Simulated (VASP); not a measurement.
## MnS: magnetic orders

Aim: compare collinear orders of MnS. The start is a computed cell from the Materials Project.

Calculated with VASP 6.6.1; r2SCAN, spin-polarised, from parallel moments; plane waves and PAW (Mn_pv, S), in the first sound run; inputs show where later runs differ.

### Step 1. The starting structure

Symmetry: R-3m, No. 166, trigonal system. Conventional cell: a = 3.660 Å, b = 3.660 Å, c = 8.913 Å, α = 90.00°, β = 90.00°, γ = 120.00°. Nearest to Mn lie 6 S at 2.58 Å. Nearest to S lie 6 Mn at 2.58 Å. Farther neighbours and most contacts between anions are not listed.

### Step 2. Magnetic order, start order fm, signs ++++

Each run starts from other signs of the moments at the same geometry and cutoff; gentle mixing helps it keep them. Any wave vector in a name is a fraction of the reciprocal vectors of the first cell as typed.

File INCAR:

```
SYSTEM = MnS
PREC = Accurate
ENCUT = 350
EDIFF = 1E-06
NELM = 150
ISMEAR = 0
SIGMA = 0.05
LREAL = .FALSE.
ALGO = Normal
METAGGA = R2SCAN
LASPH = .TRUE.
NBANDS = 52
ISPIN = 2
MAGMOM = 4 4 4 4 0 0 0 0
LMAXMIX = 4
LORBIT = 11
LWAVE = .FALSE.
LCHARG = .TRUE.
AMIX = 0.2
BMIX = 1E-04
AMIX_MAG = 0.8
BMIX_MAG = 1E-04
```

File POSCAR:

```
MnS
1.0
    3.6599920276      2.1130973824      5.9418405554
   -3.6599920276      2.1130973824      5.9418405554
    0.0000000000     -2.1130973823      2.9709202777
Mn S
4 4
Direct
    0.0000000000      0.0000000000      0.0000000000
    0.0000000000      0.5000000000      0.0000000000
    0.5000000000      0.0000000000      0.0000000000
    0.5000000000      0.5000000000      0.0000000000
    0.2500000000      0.2500000000      0.5000000000
    0.2500000000      0.7500000000      0.5000000000
    0.7500000000      0.2500000000      0.5000000000
    0.7500000000      0.7500000000      0.5000000000
```

File KPOINTS:

```
Automatic mesh
0
Gamma
3 3 6
0 0 0
```

The projector-augmented-wave data sets are Mn_pv and S (PBE family, release 64).

Run with:

```sh
$ mpirun -np 1 vasp_std
```

The program printed:

```text
[banner, memory and clock lines left out]
running    1 mpi-ranks, on    1 nodes
 distrk:  each k-point on    1 cores,    1 groups
 distr:  one band on    1 cores,    1 groups

 POSCAR found type information on POSCAR MnS
 POSCAR found :  2 types and       8 ions
|                                                                             |
|               ----> ADVICE to this user running VASP <----                  |
|                                                                             |
|     You enforced a specific xc type in the INCAR file but a different       |
|     [... a line on the potential file left out ...]
|     I HOPE YOU KNOW WHAT YOU ARE DOING!                                     |
|                                                                             |

 LDA part: xc-table for (None), standard interpolation
|                                                                             |
|           W    W    AA    RRRRR   N    N  II  N    N   GGGG   !!!           |
|           W    W   A  A   R    R  NN   N  II  NN   N  G    G  !!!           |
|           W    W  A    A  R    R  N N  N  II  N N  N  G       !!!           |
|           W WW W  AAAAAA  RRRRR   N  N N  II  N  N N  G  GGG   !            |
|           WW  WW  A    A  R   R   N   NN  II  N   NN  G    G                |
|           W    W  A    A  R    R  N    N  II  N    N   GGGG   !!!           |
|                                                                             |
|     Your reciprocal lattice and k-lattice belong to different lattice       |
|     classes:                                                                |
|                                                                             |
|        The reciprocal lattice is base-centered monoclinic,                  |
|        whereas your k-lattice is rhombohedral (trigonal).                   |
|                                                                             |
|     Results are often still useful ...                                      |
|                                                                             |

 POSCAR, INCAR and KPOINTS ok, starting setup
 FFT: planning ... GRIDC
 FFT: planning ... GRID_SOFT
 FFT: planning ... GRID
 WAVECAR not read
 entering main loop
       N       E                     dE             d eps       ncg     rms          rms(c)
DAV:   1     0.714066638928E+03    0.71407E+03   -0.34292E+04  4768   0.127E+03
DAV:   2    -0.415920620926E+02   -0.75566E+03   -0.71791E+03  4336   0.406E+02
DAV:   3    -0.113633028104E+03   -0.72041E+02   -0.69527E+02  4972   0.129E+02
DAV:   4    -0.116500422098E+03   -0.28674E+01   -0.28481E+01  4872   0.239E+01
DAV:   5    -0.116564239768E+03   -0.63818E-01   -0.63718E-01  4916   0.403E+00    0.246E+01
DAV:   6    -0.992629480349E+02    0.17301E+02   -0.27184E+01  4784   0.346E+01    0.252E+01
DAV:   7    -0.994705508044E+02   -0.20760E+00   -0.25244E+00  5028   0.742E+00    0.203E+01
DAV:   8    -0.994821740113E+02   -0.11623E-01   -0.44173E-01  4912   0.316E+00    0.139E+01
DAV:   9    -0.994851357773E+02   -0.29618E-02   -0.33201E-01  4608   0.270E+00    0.520E+00
DAV:  10    -0.995021667815E+02   -0.17031E-01   -0.66165E-02  4412   0.186E+00    0.126E+00
DAV:  11    -0.994959804642E+02    0.61863E-02   -0.11079E-02  4456   0.432E-01    0.494E-01
DAV:  12    -0.994949913900E+02    0.98907E-03   -0.49613E-03  4636   0.380E-01    0.216E-01
DAV:  13    -0.994954825406E+02   -0.49115E-03   -0.47243E-04  4428   0.960E-02    0.170E-01
DAV:  14    -0.994956062004E+02   -0.12366E-03   -0.79889E-05  4656   0.390E-02    0.109E-01
DAV:  15    -0.994958600981E+02   -0.25390E-03   -0.56354E-05  4576   0.361E-02    0.176E-02
DAV:  16    -0.994958413765E+02    0.18722E-04   -0.11545E-05  4084   0.252E-02    0.875E-03
DAV:  17    -0.994958429379E+02   -0.15613E-05   -0.23758E-06  3416   0.690E-03    0.312E-03
DAV:  18    -0.994958446055E+02   -0.16676E-05   -0.24802E-07  2172   0.254E-03    0.219E-03
DAV:  19    -0.994958425420E+02    0.20635E-05   -0.60382E-08  2164   0.144E-03    0.193E-03
DAV:  20    -0.994958425187E+02    0.23385E-07   -0.19565E-08  2152   0.713E-04
   1 F= -.99495843E+02 E0= -.99495037E+02  d E =-.161065E-02  mag=    19.6950
```

It took 6.6 min on 1 MPI rank of Intel Xeon 6975P-C (Granite Rapids), shared host; peak memory 0.33 GiB.

The logs omit lines about the potential files and the build; timing stands in the text.

OUTCAR, selected parts (step 2):

```text
ion  position               nearest neighbor table
   1  0.000  0.000  0.000-   8 2.58   5 2.58   6 2.58   7 2.58   6 2.58   7 2.58
   2  0.000  0.500  0.000-   7 2.58   6 2.58   8 2.58   5 2.58   5 2.58   8 2.58
   3  0.500  0.000  0.000-   6 2.58   7 2.58   8 2.58   5 2.58   5 2.58   8 2.58
   4  0.500  0.500  0.000-   5 2.58   8 2.58   7 2.58   6 2.58   7 2.58   6 2.58
   5  0.250  0.250  0.500-   1 2.58   4 2.58   3 2.58   2 2.58   3 2.58   2 2.58
   6  0.250  0.750  0.500-   2 2.58   3 2.58   4 2.58   1 2.58   1 2.58   4 2.58
   7  0.750  0.250  0.500-   3 2.58   2 2.58   4 2.58   1 2.58   1 2.58   4 2.58
   8  0.750  0.750  0.500-   4 2.58   1 2.58   2 2.58   3 2.58   2 2.58   3 2.58

  LATTYP: Found a base centered monoclinic cell.
 ALAT       =    10.3319096948
 B/A-ratio  =     0.7084831625
 C/A-ratio  =     0.3528638578
 COS(beta)  =    -0.0055216523

 Subroutine GETGRP returns: Found  4 space group operations
 (whereof  4 operations were pure point group operations)

The static configuration has the point symmetry C_2h.

 Found     20 irreducible k-points:

   k-points           NKPTS =     20   k-points in BZ     NKDIM =     20   number of bands    NBANDS=     52

   dimension x,y,z NGX =    48 NGY =   48 NGZ =   24
   dimension x,y,z NGXF=    96 NGYF=   96 NGZF=   48

   ENCUT  =  350.0 eV  25.72 Ry    5.07 a.u.  11.12 11.12  5.56*2*pi/ulx,y,z

   NELECT =      76.0000    total number of electrons

 k-points in reciprocal lattice and weights: Automatic mesh
   0.00000000  0.00000000  0.00000000       0.019
   0.33333333  0.00000000 -0.00000000       0.074
   0.33333333  0.33333333 -0.00000000       0.037
  -0.33333333  0.33333333  0.00000000       0.037
   0.00000000  0.00000000  0.16666667       0.037
   0.33333333 -0.00000000  0.16666667       0.074
  -0.33333333 -0.00000000  0.16666667       0.074
   0.33333333  0.33333333  0.16666667       0.037
  -0.33333333  0.33333333  0.16666667       0.074
[...]
0.33333333  0.33333333  0.50000000       0.037
  -0.33333333  0.33333333  0.50000000       0.037

 average (electrostatic) potential at core
       1 -73.5681       2 -73.5681       3 -73.5681       4 -73.5681       5 -87.7367
       6 -87.7367       7 -87.7367       8 -87.7367

 E-fermi :   6.9685

 spin component 1
 k-point     1 :       0.0000    0.0000    0.0000
  band No.  band energies     occupation
    ...
     40       3.8281      1.00000
     41       4.0614      1.00000
     42       4.8177      1.00000
     43       4.8177      1.00000
     44       4.8687      1.00000
     45       7.0444      0.01591
     46       7.0444      0.01591
     47       7.0484      0.01196
     48       7.0484      0.01196
     49       7.9532      0.00000
    ...

 k-point     2 :       0.3333    0.0000   -0.0000
  band No.  band energies     occupation
    ...
     44       5.5561      1.00000
     45       5.8931      1.00000
     46       6.1267      1.00000
     47       6.5611      1.00000
     48       6.5682      1.00000
     49       9.1640      0.00000
     50      10.5656      0.00000
     51      10.6465      0.00000
     52      10.9226      0.00000

 k-point     3 :       0.3333    0.3333   -0.0000
  band No.  band energies     occupation
    ...
     44       4.9539      1.00000
     45       5.1938      1.00000
     46       5.1938      1.00000
     47       6.8920      0.98479
     48       6.8920      0.98479
     49       9.2645      0.00000
     50      11.2459      0.00000
     51      11.2887      0.00000
     52      11.2887      0.00000

 k-point     4 :      -0.3333    0.3333    0.0000
  band No.  band energies     occupation
    ...
     44       5.2022      1.00000
     45       5.8288      1.00000
     46       5.9252      1.00000
     47       5.9252      1.00000
     48       6.6504      1.00000
     49      10.3183      0.00000
     50      11.3953      0.00000
     51      11.3953      0.00000
     52      11.8246      0.00000

 k-point     5 :       0.0000    0.0000    0.1667
  band No.  band energies     occupation
    ...
     44       5.5561      1.00000
     45       5.8931      1.00000
     46       5.8931      1.00000
     47       6.1267      1.00000
     48       6.1267      1.00000
     49       9.1437      0.00000
     50      10.5656      0.00000
     51      10.9226      0.00000
     52      10.9226      0.00000

 k-point     6 :       0.3333   -0.0000    0.1667
  band No.  band energies     occupation
    ...
     44       4.9539      1.00000
     45       5.1938      1.00000
     46       5.2023      1.00000
     47       6.8920      0.98479
     48       6.8928      0.98386
     49      10.0631      0.00000
     50      11.2459      0.00000
     51      11.2527      0.00000
     52      11.2887      0.00000

  Total        1.2574030      1.2574005      1.6893208      0.0000000      0.0000044      0.0000000
  in kB       14.6131274     14.6130980     19.6327348      0.0000000      0.0000506      0.0000000
  external PRESSURE =      16.2863201 kB  Pullay stress =       0.0000000 kB

  energy-cutoff  :      350.00
  volume of cell :      137.86
      direct lattice vectors                 reciprocal lattice vectors
     3.659992028  2.113097382  5.941840555     0.136612319  0.078873159  0.056099340
    -3.659992028  2.113097382  5.941840555    -0.136612319  0.078873159  0.056099340
     0.000000000 -2.113097382  2.970920278     0.000000000 -0.315492638  0.112198680

 POSITION                                       TOTAL-FORCE (eV/Angst)
 -----------------------------------------------------------------------------------
      0.00000      0.00000      0.00000        -0.000000     -0.000000     -0.000000
     -1.83000      1.05655      2.97092         0.000000     -0.000000      0.000000
      1.83000      1.05655      2.97092        -0.000000      0.000000     -0.000000
      0.00000      2.11310      5.94184        -0.000000     -0.000000      0.000000
      0.00000      0.00000      4.45638         0.000000      0.000000      0.000000
     -1.83000      1.05655      7.42730         0.000000      0.000000      0.000000
      1.83000      1.05655      7.42730         0.000000      0.000000      0.000000
      0.00000      2.11310     10.39822        -0.000000      0.000000      0.000000
 -----------------------------------------------------------------------------------
    total drift:                               -0.000000     -0.000000      0.000000

  FREE ENERGIE OF THE ION-ELECTRON SYSTEM (eV)
  ---------------------------------------------------
  free  energy   TOTEN  =       -99.4958425187 eV

  energy  without entropy=      -99.4942318729  energy(sigma->0) =      -99.49503720

 total charge
# of ion       s       p       d       tot
------------------------------------------
    1        0.224   6.169   4.906  11.300
    2        0.224   6.169   4.906  11.300
    3        0.224   6.169   4.906  11.300
    4        0.224   6.169   4.906  11.300
    5        1.311   2.482   0.000   3.792
    6        1.311   2.482   0.000   3.792
    7        1.311   2.482   0.000   3.792
    8        1.311   2.482   0.000   3.792
--------------------------------------------------
tot          6.140  34.601  19.626  60.367

 magnetization (x)
# of ion       s       p       d       tot
------------------------------------------
    1        0.051   0.039   4.366   4.456
    2        0.051   0.039   4.366   4.456
    3        0.051   0.039   4.366   4.456
    4        0.051   0.039   4.366   4.456
    5        0.030   0.103   0.000   0.133
    6        0.030   0.103   0.000   0.133
    7        0.030   0.103   0.000   0.133
    8        0.030   0.103   0.000   0.133
--------------------------------------------------
tot          0.322   0.568  17.465  18.356

[... 6 further parts left out ...]
```

The magnetic state follows from one typed start and may not be the lowest. The k-mesh is coarse for a metal. The PAW data sets were made with PBE, which is usual practice but a small mismatch for other functionals.

This step gave:

* electronic cycles: 20
* electrons: 76
* free energy (TOTEN): -99.4958 eV
* energy at zero smearing: -99.4950 eV
* Fermi energy: 6.968 eV
* moment of the cell, from the last line of the log: 19.70 μB
* labelled metallic, from the levels on this mesh: yes

Spin moment in the PAW sphere by atom:

```csv
atom,spin moment in the PAW sphere (μB)
Mn1,4.46
Mn2,4.46
Mn3,4.46
Mn4,4.46
S5,0.13
S6,0.13
S7,0.13
S8,0.13
```

Spin density in the ab plane at fractional z = 0.000, with atoms of Mn within 0.2 Å of it.

Values in e/Å³, 11 rows by 16 columns, each cell a mean:
```
3.6 1.9 0.3 0.0 0.0 0.0 0.2 1.5 3.5 1.9 0.2 0.0 0.0 0.0 0.2 1.4
0.2 0.3 0.1 0.0 0.0 0.0 0.0 0.1 0.2 0.3 0.1 0.0 0.0 0.0 0.0 0.1
0.0 0.0 0.0 0.0 0.0 0.0 0.0 0.0 0.0 0.0 0.0 0.0 0.0 0.0 0.0 0.0
0.1 0.0 0.0 0.0 0.0 0.1 0.1 0.1 0.1 0.0 0.0 0.0 0.0 0.1 0.1 0.1
1.6 0.3 0.0 0.0 0.0 0.1 0.8 2.4 1.6 0.3 0.0 0.0 0.0 0.1 0.8 2.4
5.5 1.9 0.2 0.0 0.0 0.1 0.5 3.6 5.5 1.9 0.2 0.0 0.0 0.1 0.5 3.5
1.1 0.9 0.2 0.0 0.0 0.0 0.1 0.3 1.1 0.9 0.2 0.0 0.0 0.0 0.1 0.3
0.0 0.1 0.1 0.0 0.0 0.0 0.0 0.0 0.0 0.1 0.1 0.0 0.0 0.0 0.0 0.0
0.0 0.0 0.0 0.0 0.0 0.0 0.0 0.0 0.0 0.0 0.0 0.0 0.0 0.0 0.0 0.0
0.3 0.1 0.0 0.0 0.0 0.1 0.4 0.7 0.3 0.1 0.0 0.0 0.0 0.1 0.4 0.7
4.3 1.0 0.1 0.0 0.0 0.1 0.9 4.2 4.3 1.0 0.1 0.0 0.0 0.1 0.9 4.1
```
Columns run along a (7.3 Å), rows up along b (7.3 Å). Atoms in or near the plane, at fractional coordinates: Mn at (0.00, 0.00), Mn at (0.00, 0.50), Mn at (0.50, 0.00), Mn at (0.50, 0.50).

Valence density in the ab plane at fractional z = 0.000, with atoms of Mn within 0.2 Å of it. It is the smooth field of the valence electrons, not physical close to the nuclei.

Values in e/Å³, 11 rows by 16 columns, each cell a mean:
```
 9  5  1  0  0  0  0  4  9  5  1  0  0  0  0  4
 0  1  0  0  0  0  0  0  0  1  0  0  0  0  0  0
 0  0  0  0  0  0  0  0  0  0  0  0  0  0  0  0
 0  0  0  0  0  0  0  0  0  0  0  0  0  0  0  0
 4  1  0  0  0  0  2  6  4  1  0  0  0  0  2  6
14  5  0  0  0  0  1  9 14  5  0  0  0  0  1  9
 3  2  0  0  0  0  0  1  3  2  0  0  0  0  0  1
 0  0  0  0  0  0  0  0  0  0  0  0  0  0  0  0
 0  0  0  0  0  0  0  0  0  0  0  0  0  0  0  0
 1  0  0  0  0  0  1  2  1  0  0  0  0  0  1  2
11  3  0  0  0  0  2 11 11  2  0  0  0  0  2 11
```
Columns run along a (7.3 Å), rows up along b (7.3 Å). Atoms in or near the plane, at fractional coordinates: Mn at (0.00, 0.00), Mn at (0.00, 0.50), Mn at (0.50, 0.00), Mn at (0.50, 0.50).

The largest moment at the end is 4.46 μB, and the moments of the cell sum to 19.70 μB.

(Continued in part 2 of 3.)

[Lines on the potential files, build, host, timing and source positions are cut from VASP's logs without a mark.]

[Logs are printed without paths, hosts, clocks, repeated set-up lines and the standing remarks that a program may print on its own settings, such as how far it seeks lower states.]

[Hosts, paths, dates, database ids (printed as entryN), source tags and the programs' standing remarks are cut or masked in the printed files.]

[In band tables of VASP the shares of atoms and orbitals are scaled to a sum of 1 inside the atoms' spheres.]

[Runs that stopped without an error message from VASP are left out.]
